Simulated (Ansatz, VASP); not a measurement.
# Ge: VASP beside Ansatz, part 2 of 2

Wanted: the spread between two codes on one cell, functional and k mesh.

VASP 6.6.1 and Ansatz 0.2.0.

So far: The structure; VASP: zone-centre phonons, LDA.

### 3. Ansatz: zone-centre phonons, LDA

Level of this step: Ansatz beside VASP: Kohn-Sham DFT, plane waves, LDA (Ansatz).

Ansatz runs on its default PAW (the set named soft_2) files.

The same cell, functional (in two slightly different forms), mesh and smearing now go to Ansatz, which takes its cutoff from its data sets.

input.yaml reads:

```yaml
crystal:
  lattice:
    - [3.9764803261, 0.0, 0.0]
    - [0.0, 3.9764803261, 0.0]
    - [0.0, 0.0, 5.6187492714]
  atoms:
    - { symbol: Ge, position: [0.0, 0.0, 0.5] }
    - { symbol: Ge, position: [0.5, 0.5, 0.0] }
    - { symbol: Ge, position: [0.5, 0.0, 0.75] }
    - { symbol: Ge, position: [0.0, 0.5, 0.25] }
hamiltonian:
  xc: lda
  pseudopotentials: { kind: paw }
kpoints:
  mp_grid: { grid: [10, 10, 8] }
scf:
  occupations: { method: gaussian, width: 0.05 }
phonons:
  method: dfpt
  qpoints: [[0, 0, 0]]
```

On the command line:

```console
ansatz run input.yaml --threads 4 --pin off --max-ram 9216MiB --backend cpu --events-out ev --progress --plain --runs-dir out
```

Numbers of over 12 decimals in the logs are rounded to 6 here.

The program printed:

```text
zone centre: on kpoints.mp_grid the ground state, and the responses unless they are solved on pairs of k-points, stand on 180 of the mesh's 800 k-points, reduced under 4 symmetry operations, with k and −k counted as one. Each operation leaves every solved displacement unchanged or reverses it
Engine: ansatz 0.2.0, aarch64-unknown-linux-gnu
Pseudopotentials: kind: paw
Pseudopotential: Ge, paw, valence charge 14, recommended cutoff 420 eV (normal), Ge.paw.azcp
Functional definition: SPW92
  exchange = slater_x
  correlation = pw_c
Crystal: 4 atoms, lattice volume = 88.846 Å³
Basis set: ecut = 420 eV, 1739 PW (Γ), exchange–correlation on 60×60×80 points (8 copies of the dense FFT grid, shifted against one another)
Bands: 34, of which v1, the nominal top of the filled ones, is band 28 counted from 1 (27 counted from 0)
Symmetry: 32 space group operations
k-points: 180 of 800 (irreducible under 4 space group operations, time reversal used)
Non-local potential: Ge, projectors of the file, l = 0: 2, l = 1: 2, l = 2: 3, l = 3: 1
PAW form: soft (Blöchl's): semilocal exchange-correlation on the pseudo side does not see the compensation charge
PAW frozen core: Ge, regenerated for the run's functional, and the local potential with it (the file was generated under x = pbe(κ = 0.804, μ = 0.219515), c = pbe(β = 0.066725))
PAW one-centre angular grid: Ge, 590 points (default); XC on 64 Gauss nodes
Initial density: superposition of atomic densities (neutral atoms: chi_scale 0, normalization atom), corrected by the library's trained network
Initial wavefunctions: pseudopotential atomic-orbital guess
Functional: x = slater, c = lda
SCF iter   1: F=—  HF=-16862.883288 eV  |F-HF|=—  |Δ(HF+E_count)|=         —  Δρ=4.92e-3  dr2=8.56e-3  ethr=1.77e-3  ⟨swp⟩=6.1  Hψ=23077  notcnv=0
preconditioner: auto → Resta (q_TF=auto, 2.526 Å⁻¹)  ε∞=2.7  [insulator: Δε(μ)=0.098 eV  Ē_g=22.723 eV  σ=0.050 eV  W_gap=0.65  n_scr=28 (ndim 8)  ℏωp=29.5 eV  f_vac=0.069  D(μ)=0.10/eV (n_scr^D=0)  ε∞_Penn≈2.7]
SCF iter   2: F=—  HF=-16862.878848 eV  |F-HF|=—  |Δ(HF+E_count)|=   4.44e-3  Δρ=2.86e-3  dr2=2.79e-3  ethr=1.53e-5  ⟨swp⟩=1.2  Hψ=7833  notcnv=0
SCF iter   3: F=—  HF=-16862.878811 eV  |F-HF|=—  |Δ(HF+E_count)|=   3.74e-5  Δρ=7.22e-4  dr2=2.11e-4  ethr=4.98e-6  ⟨swp⟩=2.0  Hψ=9405  notcnv=0
SCF iter   4: F=—  HF=-16862.878529 eV  |F-HF|=—  |Δ(HF+E_count)|=   2.82e-4  Δρ=2.89e-4  dr2=4.07e-5  ethr=3.76e-7  ⟨swp⟩=2.0  Hψ=10025  notcnv=0
SCF iter   5: F=—  HF=-16862.878499 eV  |F-HF|=—  |Δ(HF+E_count)|=   2.97e-5  Δρ=9.72e-5  dr2=4.20e-6  ethr=7.27e-8  ⟨swp⟩=2.0  Hψ=9405  notcnv=0
SCF iter   6: F=—  HF=-16862.878497 eV  |F-HF|=—  |Δ(HF+E_count)|=   2.27e-6  Δρ=6.08e-6  dr2=1.93e-8  ethr=7.51e-9  ⟨swp⟩=2.0  Hψ=10846  notcnv=0
SCF iter   7: F=—  HF=-16862.878497 eV  |F-HF|=—  |Δ(HF+E_count)|=   6.02e-9  Δρ=3.45e-6  dr2=4.65e-9  ethr=3.45e-11  ⟨swp⟩=2.2  Hψ=10848  notcnv=0
SCF iter   8: F=—  HF=-16862.878497 eV  |F-HF|=—  |Δ(HF+E_count)|=   4.97e-9  Δρ=8.52e-7  dr2=2.89e-10  ethr=8.30e-12  ⟨swp⟩=2.0  Hψ=10076  notcnv=0
SCF iter   9: F=-16862.878497 eV  HF=-16862.878497 eV  |F-HF|=1.09e-11  |Δ(HF+E_count)|=  3.09e-10  Δρ=8.06e-8  dr2=2.23e-12  ethr=1.00e-12  ⟨swp⟩=7.0  Hψ=31221  notcnv=0
SCF 1 converged in 9 iterations: F = -16862.878497 eV  dr2 = 2.23e-12
  greatest PAW one-centre occupation: 0.998 electrons in one spin orbital (limit 2), on the Ge atom at site 3 (counted from 0), in its partial waves of l = 2
DFPT response loops at Γ: preconditioner auto → Kerker (q_TF=auto, 2.526 Å⁻¹) (partly filled bands, converged f_vac=0.057); β = 1.00, the filter's whole step (`scf.mixing.beta` (0.50) is not read by the response loops under this deck's `scf.mixing.preconditioner`; to damp them name `kerker` or `kerker_dos`, under which they read `scf.mixing.beta`, and type it under 1.00, their step now; both keys bind the ground state too); Broyden in place of MSR1
SCF converged after 9 iterations
Free energy (F): -16862.878497 eV
Harris-Foulkes:  -16862.878497 eV  (|F-HF|=1.09e-11)
Internal energy: -16862.878368 eV  (E = F + TS)
E sigma→0 (E₀):  -16862.878433 eV
Entropy (-TS):   -0.000129 eV (-0.032 meV/atom)
Fermi energy:    8.534893 eV
--- Per-component energies (eV) ---
  E_band       = -607.423875
  E_kinetic    = 449.158190
  E_local      = -9848.303883  (includes V_loc(G=0)·N_el)
  E_nonlocal   = 1686.881800
  E_hartree    = 4317.541039
  E_xc         = -301.740835
  E_vxc        = -261.709568  (∫ρ·V_xc dr)
  E_paw        = -7765.515970  (= ΣΔE_a)
  E_vpaw       = -1268.533852  (= ΣTr[D̂ρ^β])
  E_aug_tail   = 0.001208  (compensation charges beyond the density's cutoff)
  E_ewald      = -5408.533222
  E_core_change = 7.633305  (= ΣΔE_core)
  E_smearing   = -0.000129  (= −TS)
  E_closure    = -0.000000  (closes the sum)
  Σ components = -16862.878497   (vs F -16862.878497, Δ=0.00e0)
--- Band table (eV; the first three rows and the last of 180) ---
  k-point 0: bands = [... 24 lower, 5.3711, 8.4981, 8.5122, 8.5122, 8.5187, 9.1491, 9.1491, 11.0474, ... 2 higher]
  k-point 1: bands = [... 24 lower, 5.4390, 7.2924, 8.2158, 8.2158, 8.9804, 9.4865, 9.6984, 10.8306, ... 2 higher]
  k-point 2: bands = [... 24 lower, 5.6416, 6.0850, 7.6141, 7.6141, 8.9774, 9.9853, 10.3569, 10.7548, ... 2 higher]
  k-point 179: bands = [... 24 lower, 4.5073, 4.5073, 4.5073, 4.5073, 12.8379, 12.8379, 12.8379, 12.8379, ... 2 higher]
--- Phonons (Γ-DFPT): 2 representative perturbations + reference, on 180 of 800 k-points (Σ response iterations 6) ---
  k mesh reduced under 4 symmetry operations, with k and −k counted as one. Each operation leaves every solved displacement unchanged or reverses it
  ASR residual: 2.674e-5 → 0.000e0 eV/Å²; symmetrization residual: 6.555e-13 eV/Å²
  ASR residual per site (eV/Å²): 2.67e-5 2.67e-5 2.67e-5 2.67e-5
  Γ frequencies (cm⁻¹): 0.00 0.00 0.00 72.96 72.96 234.93 234.93 266.84 266.84 286.52 287.19 287.19
  non-analytic LO–TO correction: not included (Born effective charges unavailable; polar crystals: no LO–TO splitting at Γ)
--- Phonons (arbitrary-q DFPT): 1 explicit q-point ---
  q = [0, 0, 0] (of the zone-centre solve; hermiticity 2.61e-14, symmetrization 5.17e-14): -0.00 0.00 0.00 72.96 72.96 234.93 234.93 266.84 266.84 286.52 287.19 287.19
  sum rule: each row above includes the acoustic sum rule's correction from the zone centre's row sums; it moved no ω² by more than (0.32 cm⁻¹)²
```

Wall time 57 s (4 threads of Arm Neoverse V1, shared host); peak memory 1.8 GiB.

### 4. Comparison

Known differences besides the PAW data sets themselves: the two LDA forms differ slightly; the cutoff is 420 eV in Ansatz and 500 eV in VASP; Ansatz makes its cores anew for this functional, VASP keeps those of its LDA data sets. Total energies have different zeros and are not compared.

The two programs side by side:

```csv
quantity,Ansatz,VASP,difference
mode 4 to 5 (cm⁻¹),73.0,70.7,+3.20 %
mode 6 to 7 (cm⁻¹),234.9,235.5,-0.23 %
mode 8 to 9 (cm⁻¹),266.8,268.5,-0.63 %
mode 10 (cm⁻¹),286.5,289.4,-1.00 %
mode 11 to 12 (cm⁻¹),287.2,295.5,-2.82 %
```

### 5. Results

| Quantity | Value |
| --- | --- |
| difference in mode 4 to 5 (zone-centre phonons, LDA) | 3.2 % |

In words: The difference in mode 4 to 5 is 3.2 % (zone-centre phonons, LDA), beyond the 3 % picked in this series as the mark of a large difference. 1 further run on this material is not shown. Differences of this kind measure data sets and numerical settings, not the functional's error against experiment.

[Lines on the potential files, build, host, timing and source positions are cut from VASP's logs without a mark.]

[Logs are printed without paths, hosts, clocks, repeated set-up lines and the standing remarks that a program may print on its own settings, such as how far it seeks lower states.]

[Hosts, paths, dates, database ids (printed as entryN), source tags and the programs' standing remarks are cut or masked in the printed files.]
